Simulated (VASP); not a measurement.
Data:

```yaml
crystal:
  lattice:
    - [-0.00759, 5.77681, 5.78467]
    - [5.77681, -0.00759, 5.78467]
    - [2.88461, 2.88461, 0.00000]
  atoms:
    - { symbol: Ga, position: [0.99004, 0.99004, 0.01991] }
    - { symbol: Ga, position: [0.99432, 0.51394, 0.99173] }
    - { symbol: Ga, position: [0.51394, 0.99432, 0.99173] }
    - { symbol: Ga, position: [0.50081, 0.50081, 0.99838] }
    - { symbol: Sb, position: [0.12576, 0.12576, 0.24847] }
    - { symbol: As, position: [0.12510, 0.62483, 0.25007] }
    - { symbol: As, position: [0.62483, 0.12510, 0.25007] }
    - { symbol: As, position: [0.62518, 0.62518, 0.24963] }
```

All values below come from PBEsol GGA, VASP's PBE PAW potentials (set 64) (plane waves; VASP 6.6.1). Run with 400 eV cut-off, Gaussian smearing of 0.050 eV, potentials Ga_d Sb As.

Unless said otherwise, spin-orbit coupling is left out, though it shifts the bands of the heavy elements here.

Problem. What does the run give for the band gap (along the path) with the smallest direct gap where there is one?

Solution. 
```
Quantity                                Value
------------------------------------  -------
band gap (along the path)             0.01 eV
smallest direct gap (along the path)  0.11 eV
```

Total energies compare only between runs with the same potentials, cut-off and functional.

The structure was generated: Ga4As3Sb was put into an ordered model structure (Amm2), which need not be its known phase. It was relaxed first.
